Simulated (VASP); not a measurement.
# A VASP study of Zr2Ir (LDA): structure first, properties next, part 3 of 6

What structure does Zr2Ir take at this level, and what are its properties? The start is a computed cell from the Materials Project.

VASP 6.6.1; LDA; plane waves and PAW (Zr_sv, Ir).

So far. Step 3 (Second relaxation): It ends with a largest force of 0.006 eV/Å and a pressure of 0.01 GPa. The volume moved by only 0.05 %, so the volume is settled. Step 4 (Single point with fields (LDA)): In this run the pressure is 0.00 GPa, small enough to go on.

**5. Bands along the symmetry lines (LDA)**

The mesh alone shows little of the dispersion and can miss band extrema, so KPOINTS_OPT adds a path through the symmetry points after the self-consistent cycle.

INCAR reads:

```
SYSTEM = Zr2Ir
PREC = Accurate
ENCUT = 400
EDIFF = 1E-06
NELM = 100
ISMEAR = 1
SIGMA = 0.2
LREAL = .FALSE.
ALGO = Normal
GGA = CA
NBANDS = 50
LASPH = .TRUE.
LORBIT = 11
LWAVE = .FALSE.
LCHARG = .FALSE.
KPAR = 4
```

POSCAR reads:

```
Zr2Ir
1.0
   -3.2069629874      3.2069629874      2.8094636313
    3.2069629874     -3.2069629874      2.8094636313
    3.2069629874      3.2069629874     -2.8094636313
Zr Ir
4 2
Direct
    0.6687102554      0.1687102554      0.8374205108
    0.3312897446      0.8312897446      0.1625794892
    0.8312897446      0.6687102554      0.5000000000
    0.1687102554      0.3312897446      0.5000000000
    0.7500000000      0.7500000000      0.0000000000
    0.2500000000      0.2500000000      0.0000000000
```

KPOINTS reads:

```
Automatic mesh
0
Gamma
5 5 5
0 0 0
```

KPOINTS_OPT reads:

```
Line mode
16
Line-mode
Reciprocal
  0.00000000   0.00000000   0.00000000 GAMMA
  0.00000000   0.00000000   0.50000000 X

  0.00000000   0.00000000   0.50000000 X
 -0.50000000   0.50000000   0.50000000 M

 -0.50000000   0.50000000   0.50000000 M
  0.00000000   0.00000000   0.00000000 GAMMA

  0.00000000   0.00000000   0.00000000 GAMMA
  0.44186641   0.44186641  -0.44186641 Z

  0.44186641   0.44186641  -0.44186641 Z
  0.25000000   0.25000000   0.25000000 P

  0.25000000   0.25000000   0.25000000 P
  0.00000000   0.50000000   0.00000000 N

  0.00000000   0.50000000   0.00000000 N
 -0.44186641   0.55813359   0.44186641 Z1

 -0.44186641   0.55813359   0.44186641 Z1
 -0.50000000   0.50000000   0.50000000 M

  0.00000000   0.00000000   0.50000000 X
  0.25000000   0.25000000   0.25000000 P
```

The projector-augmented-wave data sets are Zr_sv and Ir (LDA family, release 64).

On the command line:

```bash
> mpirun -np 4 vasp_std
```

Log:

```text
[... set-up lines as in an earlier step ...]
 entering main loop
       N       E                     dE             d eps       ncg     rms          rms(c)
DAV:   1     0.606997348106E+03    0.60700E+03   -0.27885E+04  1800   0.110E+03
DAV:   2    -0.912254295539E+01   -0.61612E+03   -0.57573E+03  1860   0.376E+02
DAV:   3    -0.588649567958E+02   -0.49742E+02   -0.47672E+02  2704   0.922E+01
DAV:   4    -0.645192988028E+02   -0.56543E+01   -0.55950E+01  2904   0.254E+01
DAV:   5    -0.647336017024E+02   -0.21430E+00   -0.21413E+00  2628   0.476E+00    0.300E+01
DAV:   6    -0.624356402950E+02    0.22980E+01   -0.28974E+00  1954   0.867E+00    0.123E+01
DAV:   7    -0.619676742139E+02    0.46797E+00   -0.21805E+00  2766   0.791E+00    0.227E+00
DAV:   8    -0.619379727346E+02    0.29701E-01   -0.17597E-01  2644   0.235E+00    0.151E+00
DAV:   9    -0.619320432209E+02    0.59295E-02   -0.44501E-02  2418   0.139E+00    0.315E-01
DAV:  10    -0.619317742391E+02    0.26898E-03   -0.29665E-03  2606   0.368E-01    0.693E-02
DAV:  11    -0.619317856684E+02   -0.11429E-04   -0.23531E-04  2424   0.662E-02    0.361E-02
DAV:  12    -0.619317842097E+02    0.14587E-05   -0.21578E-05  2438   0.258E-02    0.933E-03
DAV:  13    -0.619317835840E+02    0.62572E-06   -0.16793E-06  1294   0.791E-03
   1 F= -.61931784E+02 E0= -.61931256E+02  d E =-.158126E-02
 Start KPOINTS_OPT (optional k-point list driver)
k-point batch [1-18\144]
       N       E                     dE             ncg
DAV:   1     0.320888999297E+04   -0.90613E+04     1800
DAV:   2    -0.783569442731E+04   -0.11045E+05     1832
DAV:   3    -0.871781068132E+04   -0.88212E+03     2784
DAV:   4    -0.880952426166E+04   -0.91714E+02     2832
DAV:   5    -0.881404527335E+04   -0.45210E+01     2784
DAV:   6    -0.881411448467E+04   -0.69211E-01     2768
DAV:   7    -0.881411651984E+04   -0.20352E-02     2622
DAV:   8    -0.881411663750E+04   -0.11766E-03     2560
DAV:   9    -0.881411664306E+04   -0.55545E-05     1850
DAV:  10    -0.881411664343E+04   -0.37151E-06     1504
[...]
k-point batch [127-144\144]
       N       E                     dE             ncg
DAV:   1     0.341216711540E+04   -0.22026E+05     1800
DAV:   2    -0.786432645684E+04   -0.11276E+05     1870
DAV:   3    -0.877096666382E+04   -0.90664E+03     2856
DAV:   4    -0.886138544349E+04   -0.90419E+02     2746
DAV:   5    -0.886577223253E+04   -0.43868E+01     2734
DAV:   6    -0.886584787793E+04   -0.75645E-01     2666
DAV:   7    -0.886585053287E+04   -0.26549E-02     2566
DAV:   8    -0.886585065545E+04   -0.12257E-03     2528
DAV:   9    -0.886585066157E+04   -0.61222E-05     1852
DAV:  10    -0.886585066192E+04   -0.34970E-06     1278
```

It took 1.8 min on 4 MPI ranks of AMD EPYC 7R43, shared host; peak memory 0.88 GiB; 7.2 min of CPU time.

From OUTCAR (step 5):

```text
   k-points           NKPTS =     18   k-points in BZ     NKDIM =     18   number of bands    NBANDS=     50

   NELECT =      66.0000    total number of electrons

 E-fermi :   9.4639

 k-point     1 :       0.0000    0.0000    0.0000
  band No.  band energies     occupation
    ...
     27       7.4836      2.00000
     28       8.1991      2.00000
     29       8.7547      2.00001
     30       8.7547      2.00001
     31       9.1448      2.04656
     32       9.9514     -0.00305
     33       9.9633     -0.00235
     34       9.9633     -0.00235
     35       9.9751     -0.00180
     36       9.9751     -0.00180
    ...

  Total        0.0073447      0.0073447     -0.0199239      0.0000000      0.0000000      0.0000000
  in kB        0.1018153      0.1018153     -0.2761931      0.0000000      0.0000000      0.0000000
  external PRESSURE =      -0.0241875 kB  Pullay stress =       0.0000000 kB

 POSITION                                       TOTAL-FORCE (eV/Angst)
 -----------------------------------------------------------------------------------
      1.08210      4.28906      0.00000        -0.004570     -0.004570      0.000000
      2.12487     -1.08210      2.80946         0.004570      0.004570     -0.000000
      1.08210      2.12487      2.80946        -0.004570      0.004570      0.000000
      2.12487      1.08210      0.00000         0.004570     -0.004570      0.000000
      0.00000      0.00000      4.21420         0.000000      0.000000      0.000000
      0.00000      0.00000      1.40473        -0.000000     -0.000000      0.000000
 -----------------------------------------------------------------------------------
    total drift:                                0.000000      0.000000     -0.000000

  FREE ENERGIE OF THE ION-ELECTRON SYSTEM (eV)
  ---------------------------------------------------
  free  energy   TOTEN  =       -61.9317835840 eV

  energy  without entropy=      -61.9302023269  energy(sigma->0) =      -61.93125650

[... 8 parts as in an earlier step ...]

[... 8 further parts left out ...]
```

Spin-orbit coupling is off here; with elements this heavy it splits and shifts levels by tenths of an eV or more.

Numbers from this step:

* SCF cycles: 13
* bands: 50
* pressure: -0.002419 GPa

Electronic bands along the path, in eV, zero at the Fermi level; # counts the bands kept, so #1 is VASP's band 17:

| point | #14 | #15 | #16 | #17 | #18 | #19 | #20 | #21 |
| --- | --- | --- | --- | --- | --- | --- | --- | --- |
| Γ | -0.71 | -0.32 | 0.49 | 0.50 | 0.50 | 0.51 | 0.51 | 0.86 |
| 0.47 of the way | -0.68 | -0.33 | -0.03 | 0.04 | 0.13 | 0.36 | 0.63 | 1.01 |
| X | -0.74 | -0.54 | -0.46 | 0.25 | 0.29 | 0.36 | 0.57 | 0.74 |
| 0.53 of the way | -1.06 | -0.56 | -0.56 | -0.36 | -0.02 | 0.42 | 1.06 | 1.30 |
| M | -1.85 | -0.29 | -0.24 | -0.15 | -0.15 | -0.09 | 1.53 | 1.53 |
| 0.53 of the way | -1.09 | -0.71 | -0.39 | 0.25 | 0.28 | 0.39 | 0.55 | 0.68 |
| Γ | -0.71 | -0.32 | 0.49 | 0.50 | 0.50 | 0.51 | 0.51 | 0.86 |
| 0.47 of the way | -1.51 | -1.42 | -0.52 | -0.28 | -0.28 | 1.22 | 1.22 | 1.42 |
| Z | -1.92 | -0.60 | -0.20 | -0.20 | -0.12 | -0.01 | 1.63 | 1.63 |
| 0.53 of the way | -1.36 | -0.85 | -0.60 | -0.25 | 0.06 | 0.86 | 1.15 | 1.20 |
| P | -2.26 | -0.11 | -0.11 | 0.03 | 0.03 | 0.41 | 0.41 | 1.32 |
| 0.53 of the way | -1.82 | -0.42 | -0.42 | 0.09 | 0.09 | 0.71 | 0.71 | 1.39 |
| N | -1.64 | -0.28 | -0.28 | -0.09 | -0.09 | 0.73 | 0.73 | 1.46 |
| 0.53 of the way | -1.75 | -0.85 | -0.83 | -0.27 | 0.31 | 0.39 | 1.17 | 1.72 |
| Z1 | -1.92 | -0.60 | -0.20 | -0.20 | -0.12 | -0.01 | 1.63 | 1.63 |
| 0.47 of the way | -1.87 | -0.42 | -0.17 | -0.17 | -0.13 | -0.10 | 1.58 | 1.58 |
| M | -1.85 | -0.29 | -0.24 | -0.15 | -0.15 | -0.09 | 1.53 | 1.53 |
| jump to X | -0.74 | -0.54 | -0.46 | 0.25 | 0.29 | 0.36 | 0.57 | 0.74 |
| 0.53 of the way | -1.43 | -0.44 | -0.38 | 0.17 | 0.31 | 0.37 | 0.51 | 0.94 |
| P | -2.26 | -0.11 | -0.11 | 0.03 | 0.03 | 0.41 | 0.41 | 1.32 |

Of the projections kept (Zr, Ir), the largest for each band there; the rest of the weight can lie on other orbitals:

| point | #14 | #15 | #16 | #17 | #18 | #19 | #20 | #21 |
| --- | --- | --- | --- | --- | --- | --- | --- | --- |
| Γ | Zr 0.90 | Ir 0.52 | Zr 0.83 | Zr 0.67 | Zr 0.67 | Zr 0.60 | Zr 0.60 | Ir 0.57 |
| X | Zr 0.54 | Zr 0.76 | Ir 0.59 | Zr 0.84 | Zr 0.56 | Zr 0.57 | Zr 0.89 | Zr 0.72 |
| M | Ir 0.72 | Zr 0.78 | Zr 0.98 | Ir 0.59 | Ir 0.59 | Zr 0.92 | Zr 0.82 | Zr 0.82 |
| Γ | Zr 0.90 | Ir 0.52 | Zr 0.83 | Zr 0.67 | Zr 0.67 | Zr 0.60 | Zr 0.60 | Ir 0.57 |
| Z | Ir 0.75 | Zr 0.75 | Zr 0.50 | Zr 0.50 | Zr 0.85 | Zr 0.95 | Zr 0.82 | Zr 0.82 |
| P | Zr 0.72 | Zr 0.89 | Zr 0.89 | Zr 0.75 | Zr 0.75 | Zr 0.70 | Zr 0.70 | Zr 0.66 |

There is no gap at this level.

**6. Total and projected DOS (LDA)**

Here the states are counted by energy and projected on the atoms. The mesh is finer than in the run before.

INCAR: that of step 5 with these lines changed.

```diff
@@ -5,3 +5,3 @@
 NELM = 100
-ISMEAR = 1
+ISMEAR = -5
 SIGMA = 0.2
@@ -16 +16,2 @@
 KPAR = 4
+NEDOS = 2001
```

POSCAR is that of step 5.

KPOINTS reads:

```
Automatic mesh
0
Gamma
8 8 8
0 0 0
```

On the command line:

```bash
> mpirun -np 4 vasp_std
```

Log:

```text
[... set-up lines as in an earlier step ...]
 entering main loop
       N       E                     dE             d eps       ncg     rms          rms(c)
DAV:   1     0.609616725281E+03    0.60962E+03   -0.27769E+04  5900   0.110E+03
DAV:   2    -0.945104726617E+01   -0.61907E+03   -0.57896E+03  6020   0.375E+02
DAV:   3    -0.590210813244E+02   -0.49570E+02   -0.47487E+02  8928   0.924E+01
DAV:   4    -0.644985023367E+02   -0.54774E+01   -0.54225E+01  9306   0.254E+01
DAV:   5    -0.647187191285E+02   -0.22022E+00   -0.22015E+00  8642   0.498E+00    0.300E+01
DAV:   6    -0.624183372010E+02    0.23004E+01   -0.29750E+00  6366   0.869E+00    0.123E+01
DAV:   7    -0.619669018056E+02    0.45144E+00   -0.22312E+00  9086   0.815E+00    0.241E+00
DAV:   8    -0.619262017085E+02    0.40700E-01   -0.20591E-01  8698   0.256E+00    0.156E+00
DAV:   9    -0.619197457372E+02    0.64560E-02   -0.44960E-02  7876   0.136E+00    0.322E-01
DAV:  10    -0.619198127339E+02   -0.66997E-04   -0.30223E-03  8480   0.346E-01    0.679E-02
DAV:  11    -0.619198388022E+02   -0.26068E-04   -0.22066E-04  8226   0.651E-02    0.345E-02
DAV:  12    -0.619198411153E+02   -0.23131E-05   -0.18181E-05  8014   0.240E-02    0.893E-03
DAV:  13    -0.619198406977E+02    0.41765E-06   -0.14183E-06  4168   0.696E-03
   1 F= -.61919841E+02 E0= -.61919841E+02  d E =0.000000E+00
 -----------------------------------------------------------------------------
|                                                                             |
|           W    W    AA    RRRRR   N    N  II  N    N   GGGG   !!!           |
|           W    W   A  A   R    R  NN   N  II  NN   N  G    G  !!!           |
|           W    W  A    A  R    R  N N  N  II  N N  N  G       !!!           |
|           W WW W  AAAAAA  RRRRR   N  N N  II  N  N N  G  GGG   !            |
|           WW  WW  A    A  R   R   N   NN  II  N   NN  G    G                |
|           W    W  A    A  R    R  N    N  II  N    N   GGGG   !!!           |
|                                                                             |
|     Tetrahedron method does not include variations of the Fermi             |
|     occupations, so forces and stress will be inaccurate. We suggest        |
|     using a different smearing scheme ISMEAR = 1 or 2 for metals in         |
|     relaxations.                                                            |
|                                                                             |
 -----------------------------------------------------------------------------
```

Wall time 53 s (4 MPI ranks); peak memory 1.1 GiB.

From OUTCAR (step 6):

```text
   k-points           NKPTS =     59   k-points in BZ     NKDIM =     59   number of bands    NBANDS=     50

   NELECT =      66.0000    total number of electrons

 E-fermi :   9.4946

 k-point     1 :       0.0000    0.0000    0.0000
  band No.  band energies     occupation
    ...
     27       7.4788      2.00000
     28       8.2006      2.00000
     29       8.7574      2.00000
     30       8.7574      2.00000
     31       9.1472      2.00000
     32       9.9513     -0.47091
     33       9.9679     -0.47417
     34       9.9679      0.00000
     35       9.9730      0.00000
     36       9.9730      0.00000
    ...

  Total       -0.0407325     -0.0407325     -0.0022432      0.0000000     -0.0000000      0.0000000
  in kB       -0.5646519     -0.5646519     -0.0310967      0.0000000     -0.0000000      0.0000000
  external PRESSURE =      -0.3868002 kB  Pullay stress =       0.0000000 kB

 POSITION                                       TOTAL-FORCE (eV/Angst)
 -----------------------------------------------------------------------------------
      1.08210      4.28906      0.00000        -0.034157     -0.034157     -0.000000
      2.12487     -1.08210      2.80946         0.034157      0.034157      0.000000
      1.08210      2.12487      2.80946        -0.034157      0.034157      0.000000
      2.12487      1.08210      0.00000         0.034157     -0.034157      0.000000
      0.00000      0.00000      4.21420        -0.000000     -0.000000     -0.000000
      0.00000      0.00000      1.40473        -0.000000      0.000000     -0.000000
 -----------------------------------------------------------------------------------
    total drift:                                0.000000      0.000000     -0.000000

  FREE ENERGIE OF THE ION-ELECTRON SYSTEM (eV)
  ---------------------------------------------------
  free  energy   TOTEN  =       -61.9198406977 eV

  energy  without entropy=      -61.9198406977  energy(sigma->0) =      -61.91984070

[... 7 parts as in an earlier step ...]

[... 9 further parts left out ...]
```

With tetrahedra the forces and stress of a metal are not exact derivatives of the energy.

This step gave:

- irreducible k-points: 59
- free energy (TOTEN): -61.9198 eV
- Fermi energy: 9.495 eV
- pressure: -0.03868 GPa
- DOS at the Fermi level: 7.688 states/eV/cell

The density of states has structure finer than the step of the table below, so its rows give means over 0.5 eV, whole bins alone (the curve runs from -12.0 to 1.53 eV). Peaks (eV: height): total -3.80: 13.9, -3.25: 13.7, -0.49: 9.27, 0.06: 9.20; Ir d -3.80: 7.90, -3.25: 8.74, -2.79: 4.16, -1.87: 3.60; Zr d -0.49: 3.98, 0.06: 4.13, 0.61: 3.77, 1.44: 4.31; Ir p -0.49: 0.760, 0.06: 0.573, 0.61: 0.579, 0.89: 0.735; Ir s -6.37: 0.460, -4.81: 0.692, -3.98: 0.359, -3.62: 0.337.

States under -12.0 eV and over 1.5 eV are left out. The density of states by energy, zero at the Fermi level; means over each step; values in states/eV/cell:

| energy (eV) | total | Ir d | Zr d | Ir p | Ir s | Zr p | Zr s |
| --- | --- | --- | --- | --- | --- | --- | --- |
| -8.0 | 0 | 0 | 0 | 0 | 0 | 0 | 0 |
| -7.5 | 0.0514 | 0.00401 | 0.00159 | 2.1e-4 | 0.0208 | 3.8e-4 | 0.00692 |
| -7.0 | 0.400 | 0.0409 | 0.0149 | 0.00409 | 0.160 | 0.00575 | 0.0468 |
| -6.5 | 0.918 | 0.152 | 0.0455 | 0.0139 | 0.357 | 0.0215 | 0.0757 |
| -6.0 | 1.17 | 0.231 | 0.0681 | 0.0286 | 0.432 | 0.0332 | 0.0770 |
| -5.5 | 1.11 | 0.162 | 0.0847 | 0.0457 | 0.383 | 0.0312 | 0.0837 |
| -5.0 | 2.89 | 1.21 | 0.327 | 0.0588 | 0.330 | 0.0363 | 0.192 |
| -4.5 | 7.25 | 3.66 | 0.971 | 0.0940 | 0.504 | 0.0807 | 0.318 |
| -4.0 | 8.31 | 4.52 | 1.12 | 0.138 | 0.287 | 0.123 | 0.290 |
| -3.5 | 10.3 | 6.17 | 1.30 | 0.137 | 0.222 | 0.216 | 0.153 |
| -3.0 | 6.91 | 4.34 | 0.763 | 0.168 | 0.147 | 0.142 | 0.0925 |
| -2.5 | 4.13 | 2.33 | 0.478 | 0.186 | 0.113 | 0.0913 | 0.0995 |
| -2.0 | 5.82 | 2.74 | 1.08 | 0.237 | 0.106 | 0.110 | 0.152 |
| -1.5 | 4.31 | 1.30 | 1.09 | 0.229 | 0.0792 | 0.116 | 0.135 |
| -1.0 | 3.28 | 0.380 | 1.23 | 0.265 | 0.0353 | 0.0965 | 0.0777 |
| -0.5 | 7.57 | 0.811 | 3.24 | 0.601 | 0.0478 | 0.199 | 0.0839 |
| 0.0 | 7.07 | 0.856 | 3.12 | 0.456 | 0.0306 | 0.209 | 0.0530 |
| 0.5 | 5.42 | 0.584 | 2.46 | 0.377 | 0.0126 | 0.195 | 0.0372 |
| 1.0 | 5.31 | 0.570 | 2.47 | 0.451 | 0.0158 | 0.186 | 0.0329 |

The finer mesh and the other smearing move the Fermi level by +0.03 eV from the 5×5×5 run, a small shift, which tests the Fermi level alone. Of the states within 0.3 eV of the Fermi level, the largest shares in the PAW spheres are Zr d 44 %, Ir d 12 % and Ir p 6 %. The rest lies in smaller channels or between the spheres.

(Part 3 of 6 ends here.)

[Lines on the potential files, build, host, timing and source positions are cut from VASP's logs without a mark.]

[Logs are printed without paths, hosts, clocks, repeated set-up lines and the standing remarks that a program may print on its own settings, such as how far it seeks lower states.]

[Hosts, paths, dates, database ids (printed as entryN), source tags and the programs' standing remarks are cut or masked in the printed files.]

[A measured line is paired with the nearest computed mode of its activity, which favours agreement.]
